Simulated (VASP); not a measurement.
# LuV (Pm-3m) in VASP: further runs

One crystal, LuV, is run at these levels: r2SCAN; tasks: single point.

Everything below comes from runs of VASP 6.6.1. Logs are shortened: lines on timing, memory, paths and dates and some standing lists are left out, and cuts for length are marked.

## Step 1: Starting point

The structure is cubic, space group Pm-3m (No. 221). Conventional cell: a = 3.327 Å, b = 3.327 Å, c = 3.327 Å, α = 90.00°, β = 90.00°, γ = 90.00°. V (site symmetry m-3m) has 8 Lu at 2.88 Å as nearest neighbours. Around Lu (site symmetry m-3m) lie 8 V at 2.88 Å.

The cell was built by a generator and needn't be a form met in nature.

## Step 2: Single point, r2SCAN

The input, POSCAR:

```
LuV
1.0
    3.3269680000      0.0000000000      0.0000000000
    0.0000000000      3.3269680000      0.0000000000
    0.0000000000      0.0000000000      3.3269680000
V Lu
1 1
Direct
    0.0000000000      0.0000000000      0.0000000000
    0.5000000000      0.5000000000      0.5000000000
```

The input, INCAR.step1:

```
SYSTEM = LuV
ALGO = Normal
EDIFF = 1E-4
ENCUT = 520
GGA = PE
ISMEAR = -1
LASPH = .True.
LCHARG = .False.
LREAL = .False.
LWAVE = .True.
NBANDS = 26
NELM = 100
PREC = Accurate
SIGMA = 0.1
```

The input, INCAR.step2:

```
SYSTEM = LuV
ALGO = Normal
EDIFF = 1E-6
ENCUT = 520
ISIF = 2
ISMEAR = -1
ISTART = 1
LASPH = .True.
LCHARG = .True.
LELF = .True.
LMIXTAU = .True.
LREAL = .False.
LVHAR = .True.
LWAVE = .False.
METAGGA = R2SCAN
NBANDS = 26
NELM = 100
PREC = Accurate
SIGMA = 0.1
```

The input, KPOINTS:

```
k-points
0
Gamma
  5 5 5
  0 0 0
```

Potentials or basis: VASP PAW PBE potentials, release 64 (V_sv, Lu).

Started as:

```sh
cat potpaw_PBE.64/V_sv/POTCAR potpaw_PBE.64/Lu/POTCAR > POTCAR
cp INCAR.step1 INCAR
mpirun -np 1 vasp_std > vasp.out
cp INCAR.step2 INCAR
mpirun -np 1 vasp_std > vasp.out
```

OUTCAR:

```text
SYSTEM = LuV
   EDIFF = 1E-6
   ENCUT = 520
   ISIF = 2
   ISMEAR = -1
   ISTART = 1
   LASPH = .True.
   LREAL = .False.
   METAGGA = R2SCAN
   NELM = 100
   PREC = Accurate

 ion  position               nearest neighbor table
   1  0.000  0.000  0.000-   2 2.88   2 2.88   2 2.88   2 2.88   2 2.88   2 2.88   2 2.88   2 2.88

   2  0.500  0.500  0.500-   1 2.88   1 2.88   1 2.88   1 2.88   1 2.88   1 2.88   1 2.88   1 2.88

  LATTYP: Found a simple cubic cell.
 ALAT       =     3.3269680000

  Lattice vectors:

 A1 = (   3.3269680000,   0.0000000000,   0.0000000000)
 A2 = (   0.0000000000,   3.3269680000,   0.0000000000)
 A3 = (   0.0000000000,   0.0000000000,   3.3269680000)

Analysis of symmetry for initial positions (statically):
=====================================================================
 Subroutine PRICEL returns:
 Original cell was already a primitive cell.

 Routine SETGRP: Setting up the symmetry group for a
 simple cubic supercell.

 Subroutine GETGRP returns: Found 48 space group operations
 (whereof 48 operations were pure point group operations)
 out of a pool of 48 trial point group operations.

The static configuration has the point symmetry O_h .

Analysis of symmetry for dynamics (positions and initial velocities):
=====================================================================
 Subroutine PRICEL returns:
 Original cell was already a primitive cell.

 Routine SETGRP: Setting up the symmetry group for a
 simple cubic supercell.

 Subroutine GETGRP returns: Found 48 space group operations
 (whereof 48 operations were pure point group operations)
 out of a pool of 48 trial point group operations.

The dynamic configuration has the point symmetry O_h .

 Subroutine INISYM returns: Found 48 space group operations
 (whereof 48 operations are pure point group operations),
 and found     1 'primitive' translations

----------------------------------------------------------------------------------------

                                     Primitive cell

  volume of cell :      36.8253

  direct lattice vectors                    reciprocal lattice vectors
     3.326968000  0.000000000  0.000000000     0.300573976  0.000000000  0.000000000
     0.000000000  3.326968000  0.000000000     0.000000000  0.300573976  0.000000000
     0.000000000  0.000000000  3.326968000     0.000000000  0.000000000  0.300573976

  length of vectors
     3.326968000  3.326968000  3.326968000     0.300573976  0.300573976  0.300573976

  position of ions in fractional coordinates (direct lattice)
     0.000000000  0.000000000  0.000000000
[... 62 lines left out ...]
   NELM   =    100;   NELMIN=  2; NELMDL=  0     # of ELM steps
   EDIFF  = 0.1E-05   stopping-criterion for ELM
   LREAL  =      F    real-space projection
   EDIFFG = 0.1E-04   stopping-criterion for IOM
   NSW    =      0    number of steps for IOM
   IBRION =     -1    ionic relax: 0-MD 1-quasi-New 2-CG
   NFREE  =      0    steps in history (QN), initial steepest desc. (CG)
   ISIF   =      2    stress and relaxation
   ISYM   =      2    0-nonsym 1-usesym 2-fastsym
   POTIM  = 0.5000    time-step for ionic-motion
   TEBEG  =    0.0;   TEEND  =   0.0 temperature during run
   PSTRESS=    0.0 pullay stress
   NELECT =      38.0000    total number of electrons
   NUPDOWN=      -1.0000    fix difference up-down
   EMIN   =  10.00;   EMAX   =-10.00  energy-range for DOS
   EFERMI =   0.00;   METHOD = LEGACY
   ISMEAR =    -1;   SIGMA  =   0.10  broadening in eV -4-tet -1-fermi 0-gaus
   EFERMI_NEDOS =   21; number of points for ismear=-14 and -15
   IALGO  =     38    algorithm
   IMIX   =      4    mixing-type and parameters
     AMIX     =   0.40;   BMIX     =  1.00
     AMIX_MAG =   1.60;   BMIX_MAG =  1.00
  volume/ion in A,a.u.               =      18.41       124.25
  Fermi-wavevector in a.u.,A,eV,Ry     =   1.654325  3.126220 37.236289  2.736790
  Thomas-Fermi vector in A             =   2.742611
   LORBIT       =      0    0 simple, 1 ext, 2 COOP (PROOUT), +10 PAW based schemes
   METAGGA = R2SCAN    functional components
   LHFCALC =     F    Hartree Fock is set to
   AEXX    =    0.0000 exact exchange contribution
   IVDW    =     0    specifies the selected vdW correction
   LEPSILON=     F    determine dielectric tensor
   LRPA    =     F    only Hartree local field effects (RPA)
 non-spin polarized calculation
  energy-cutoff  :      520.00
  volume of cell :       36.83
 maximum number of plane-waves:      1021
 NGX is ok and might be reduce to    28
   NGX = 13   NGY = 13   NGZ = 13

 number of electron      37.9999979 magnetization

 Free energy of the ion-electron system (eV)
  ---------------------------------------------------
  ext. energy  EPLUGINS =         0.00000000
  ---------------------------------------------------
  free energy    TOTEN  =       -50.82863566 eV

  energy without entropy =      -50.66537738  energy(sigma->0) =      -50.74700652

 E-fermi :   5.4071     XC(G=0): -13.2885

 val. band max:        5.3766223526   @ k =   0.4000   0.2000   0.2000
 cond. band min:       5.4912089388   @ k =   0.2000   0.2000   0.2000
 fundamental gap:      0.1145865861
 Fermi energy:         5.4070802591

 k-point     1 :       0.0000    0.0000    0.0000
  band No.  band energies     occupation
      1     -61.1065      2.00000
      2     -51.3435      2.00000
      3     -33.8293      2.00000
      4     -33.8293      2.00000
      5     -33.8293      2.00000
      6     -21.2570      2.00000
[... 279 lines left out ...]
     25      12.4150      0.00000
     26      12.9238      0.00000

------------------------ aborting loop because EDIFF is reached ----------------------------------------

  FORCE on cell =-STRESS in cart. coord.  units (eV):
  Direction    XX          YY          ZZ          XY          YZ          ZX
  --------------------------------------------------------------------------------------
  -------------------------------------------------------------------------------------
  Total        1.6429195      1.6429195      1.6429195      0.0000000      0.0000000      0.0000000
  in kB       71.4794167     71.4794167     71.4794167      0.0000000      0.0000000      0.0000000
  external PRESSURE =      71.4794167 kB  Pullay stress =       0.0000000 kB

 VOLUME and BASIS-vectors are now :
 -----------------------------------------------------------------------------
  energy-cutoff  :      520.00
  volume of cell :       36.83
      direct lattice vectors                 reciprocal lattice vectors
     3.326968000  0.000000000  0.000000000     0.300573976  0.000000000  0.000000000
     0.000000000  3.326968000  0.000000000     0.000000000  0.300573976  0.000000000
     0.000000000  0.000000000  3.326968000     0.000000000  0.000000000  0.300573976

 POSITION                                       TOTAL-FORCE (eV/Angst)
 -----------------------------------------------------------------------------------
      0.00000      0.00000      0.00000         0.000000      0.000000      0.000000
      1.66348      1.66348      1.66348         0.000000      0.000000      0.000000
 -----------------------------------------------------------------------------------
    total drift:                                0.000000      0.000000      0.000000

  FREE ENERGIE OF THE ION-ELECTRON SYSTEM (eV)
  ---------------------------------------------------
  free  energy   TOTEN  =       -50.8286356600 eV

  energy  without entropy=      -50.6653773816  energy(sigma->0) =      -50.74700652
```

OUTCAR.step1:

```text
SYSTEM = LuV
   EDIFF = 1E-4
   ENCUT = 520
   GGA = PE
   ISMEAR = -1
   LASPH = .True.
   LREAL = .False.
[... 495 lines left out ...]
      0.00000      0.00000      0.00000         0.000000      0.000000      0.000000
      1.66348      1.66348      1.66348         0.000000      0.000000      0.000000
 -----------------------------------------------------------------------------------
    total drift:                                0.000000      0.000000      0.000000

  FREE ENERGIE OF THE ION-ELECTRON SYSTEM (eV)
  ---------------------------------------------------
  free  energy   TOTEN  =       -12.2834634437 eV

  energy  without entropy=      -12.1248337383  energy(sigma->0) =      -12.20414859
```

Wall time 46 s (1 thread of Intel Xeon Platinum 8488C (Sapphire Rapids), shared host); peak memory 0.17 GiB.

What came out:

```
Free energy            : -50.8286 eV
Pressure               : 7.1 GPa
Band gap on the k mesh : none (metal or under the smearing width)
```

Levels at points of the mesh, in eV from the Fermi level:
```
           k point  band 15  band 16  band 17  band 18  band 19  band 20  band 21  band 22
(0.00, 0.00, 0.00)    -4.19    -4.18    -2.54    -2.54     0.75     0.75     0.75     3.77
```

Caveat: the k mesh is coarse (spacing up to 0.38 Å⁻¹), so the values aren't converged; the PAW data sets were made with another functional, which shifts forces and pressure a little.

## Step 3: Single point, r2SCAN

POSCAR is that of step 2.

The input, INCAR.step1:

```
  PREC = Accurate
  ENCUT = 520
  ISMEAR = 0
  SIGMA = 0.001
  LREAL = False
  LASPH = True
  NELM = 80
  NBANDS = 26
  GGA = PE
  ALGO = Normal
  EDIFF = 1E-4
  LWAVE = True
  LCHARG = False
```

The input, INCAR.step2:

```
  PREC = Accurate
  ENCUT = 520
  EDIFF = 1E-6
  ISMEAR = 0
  SIGMA = 0.001
  LREAL = False
  LASPH = True
  NELM = 80
  ALGO = Normal
  ISIF = 2
  LWAVE = False
  LCHARG = False
  METAGGA = R2SCAN
  LMIXTAU = True
  NBANDS = 26
  ISTART = 1
```

The input, KPOINTS:

```
Automatic mesh
0
Gamma
  5 5 5
  0.5 0.5 0.5
```

Potentials or basis: VASP PAW PBE potentials, release 64 (V_sv, Lu).

Started as:

```sh
cat potpaw_PBE.64/V_sv/POTCAR potpaw_PBE.64/Lu/POTCAR > POTCAR
cp INCAR.step1 INCAR
mpirun -np 1 vasp_std > vasp.out
cp INCAR.step2 INCAR
mpirun -np 1 vasp_std > vasp.out
```

It took 43 s on 1 thread of Intel Xeon Platinum 8488C (Sapphire Rapids), shared host; peak memory 0.18 GiB.

The run converged. Its results:

```yaml
Free_energy: -50.7602 eV
Pressure: 6.9 GPa
Band_gap_on_the_k_mesh: none (metal or under the smearing width)
```

Levels at points of the mesh, in eV from the Fermi level:
```
           k point  band 15  band 16  band 17  band 18  band 19  band 20  band 21  band 22  band 23  band 24
(0.50, 0.50, 0.50)    -4.20    -0.84    -0.84    -0.84    -0.52    -0.52    -0.52     1.89     1.89     7.48
```

Caveat: the k mesh is coarse (spacing up to 0.38 Å⁻¹), so the values aren't converged; the PAW data sets were made with another functional, which shifts forces and pressure a little.

## Step 4: Single point, r2SCAN

POSCAR is that of step 3.

The input, INCAR.step1:

```
  PREC = Accurate
  ENCUT = 520
  ISMEAR = 0
  SIGMA = 0.01
  LREAL = F
  LASPH = T
  NELM = 80
  NBANDS = 26
  GGA = PE
  ALGO = Normal
  EDIFF = 1E-4
  LWAVE = T
  LCHARG = F
```

The input, INCAR.step2:

```
  PREC = Accurate
  ENCUT = 520
  EDIFF = 1E-7
  ISMEAR = 0
  SIGMA = 0.01
  LREAL = F
  LASPH = T
  NELM = 80
  ALGO = Normal
  ISIF = 2
  LWAVE = F
  LCHARG = F
  METAGGA = R2SCAN
  LMIXTAU = T
  NBANDS = 26
  ISTART = 1
```

The input, KPOINTS:

```
Automatic mesh
0
Gamma
  5 5 5
```

Potentials or basis: VASP PAW PBE potentials, release 64 (V_sv, Lu).

Started as:

```sh
cat potpaw_PBE.64/V_sv/POTCAR potpaw_PBE.64/Lu/POTCAR > POTCAR
cp INCAR.step1 INCAR
mpirun -np 1 vasp_std > vasp.out
cp INCAR.step2 INCAR
mpirun -np 1 vasp_std > vasp.out
```

OUTCAR:

```text
PREC = Accurate
   ENCUT = 520
   EDIFF = 1E-7
   ISMEAR = 0
   LREAL = F
   LASPH = T
   NELM = 80
   ISIF = 2
   METAGGA = R2SCAN
   ISTART = 1

 ion  position               nearest neighbor table
   1  0.000  0.000  0.000-   2 2.88   2 2.88   2 2.88   2 2.88   2 2.88   2 2.88   2 2.88   2 2.88

   2  0.500  0.500  0.500-   1 2.88   1 2.88   1 2.88   1 2.88   1 2.88   1 2.88   1 2.88   1 2.88

  LATTYP: Found a simple cubic cell.
 ALAT       =     3.3269680000
[... 463 lines left out ...]
     26      12.9368      0.00000

------------------------ aborting loop because EDIFF is reached ----------------------------------------

  FORCE on cell =-STRESS in cart. coord.  units (eV):
  Direction    XX          YY          ZZ          XY          YZ          ZX
  --------------------------------------------------------------------------------------
  -------------------------------------------------------------------------------------
  Total        1.3608670      1.3608670      1.3608670     -0.0000000     -0.0000000      0.0000000
  in kB       59.2079983     59.2079983     59.2079983     -0.0000000     -0.0000000      0.0000000
  external PRESSURE =      59.2079983 kB  Pullay stress =       0.0000000 kB

 VOLUME and BASIS-vectors are now :
 -----------------------------------------------------------------------------
  energy-cutoff  :      520.00
  volume of cell :       36.83
      direct lattice vectors                 reciprocal lattice vectors
     3.326968000  0.000000000  0.000000000     0.300573976  0.000000000  0.000000000
     0.000000000  3.326968000  0.000000000     0.000000000  0.300573976  0.000000000
     0.000000000  0.000000000  3.326968000     0.000000000  0.000000000  0.300573976

 POSITION                                       TOTAL-FORCE (eV/Angst)
 -----------------------------------------------------------------------------------
      0.00000      0.00000      0.00000         0.000000      0.000000      0.000000
      1.66348      1.66348      1.66348         0.000000      0.000000      0.000000
 -----------------------------------------------------------------------------------
    total drift:                                0.000000      0.000000      0.000000

  FREE ENERGIE OF THE ION-ELECTRON SYSTEM (eV)
  ---------------------------------------------------
  free  energy   TOTEN  =       -50.7259288291 eV

  energy  without entropy=      -50.7249321688  energy(sigma->0) =      -50.72543050
```

Run time: 48 s. Hardware: 1 thread of Intel Xeon Platinum 8488C (Sapphire Rapids), shared host; peak memory 0.18 GiB.

Results:

| Item | Value |
| --- | --- |
| Free energy | -50.7259 eV |
| Pressure | 5.9 GPa |
| Band gap on the k mesh | none (metal or under the smearing width) |

Levels at points of the mesh, in eV from the Fermi level:
```tsv
k point	band 15	band 16	band 17	band 18	band 19	band 20	band 21	band 22
(0.00, 0.00, 0.00)	-4.29	-4.28	-2.63	-2.63	0.66	0.66	0.66	3.69
```

Caveat: the k mesh is coarse (spacing up to 0.38 Å⁻¹), so the values aren't converged; the PAW data sets were made with another functional, which shifts forces and pressure a little. The run has no spin-orbit coupling, so splittings on Lu are missing.

## Step 5: Overview

```tsv
k mesh	smearing	gap on the mesh (eV)	pressure (GPa)
5 × 5 × 5	fermi-dirac 0.1 eV	none	7.1
5 × 5 × 5, shifted	gaussian 0.001 eV	none	6.9
5 × 5 × 5	gaussian 0.01 eV	none	5.9
```

Alike in all rows: task single point; level r2SCAN; potentials or basis VASP PAW PBE potentials, release 64 (V_sv, Lu); no spin polarisation; cell as given; cutoff (eV) 520; the mesh is coarse, so values aren't converged.

Caveats: all runs use coarse meshes; the PAW data sets were made with another functional, which shifts forces and pressure a little.

Total energies depend on the potentials used, so only differences within one code and one set of settings carry meaning.
